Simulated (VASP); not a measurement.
A VASP calculation is set up with these files.

**INCAR**
```
SYSTEM  =  CdTe
PREC  =  Accurate; ENCUT  =  400; LREAL  =  .False.
LASPH  =  .True.
EDIFF  =  1E-6; NELM  =  100; ALGO  =  Normal
LMAXMIX  =  4
ISMEAR  =  0; SIGMA  =  0.05
GGA  =  91
ISIF  =  2
LWAVE  =  .False.; LCHARG  =  .False.
```

**KPOINTS**
```
Automatic mesh
0
Gamma
6 6 6
0 0 0
```

**POSCAR**
```
CdTe
1
    0.0000000000     3.2400000000     3.2400000000
    3.2400000000     0.0000000000     3.2400000000
    3.2400000000     3.2400000000     0.0000000000
Cd Te
1 1
Direct
  0.0000000000   0.0000000000   0.0000000000
  0.2500000000   0.2500000000   0.2500000000
```

POTCAR, in this order: Cd Te (PBE.64 set). Program: vasp_std.

Q: Translate this PW91 calculation to Quantum ESPRESSO's pw.x.

A: One equivalent input (not run):
```
&CONTROL
  calculation = 'scf'
  pseudo_dir = './pseudo'
  outdir = './out'
  tprnfor = .true.
  tstress = .true.
/
&SYSTEM
  ibrav = 0
  nat = 2
  ntyp = 2
  ecutwfc = 102
  occupations = 'smearing'
  smearing = 'gaussian'
  degauss = 0.003675
  input_dft = 'pw91'
/
&ELECTRONS
  conv_thr = 7.3e-08
  electron_maxstep = 100
/
ATOMIC_SPECIES
  Cd 112.414 Cd.upf
  Te 127.600 Te.upf
CELL_PARAMETERS angstrom
     0.0000000    3.2400000    3.2400000
     3.2400000    0.0000000    3.2400000
     3.2400000    3.2400000    0.0000000
ATOMIC_POSITIONS crystal
  Cd   0.0000000  0.0000000  0.0000000
  Te   0.2500000  0.2500000  0.2500000
K_POINTS automatic
  6 6 6 0 0 0
```
The two are equivalent in intent, not identical: the potentials are each code's own (VASP's PAW set, PseudoDojo norm-conserving files in pw.x), so ENCUT and ecutwfc are chosen apart and not converted; conv_thr bounds pw.x's estimated SCF error, while EDIFF bounds the energy change between steps.

The compound is CdTe in the zinc blende structure. The cell was not relaxed at this level. The run is one of a series of settings (GGA = 91 against the base run), some of them coarse on purpose.
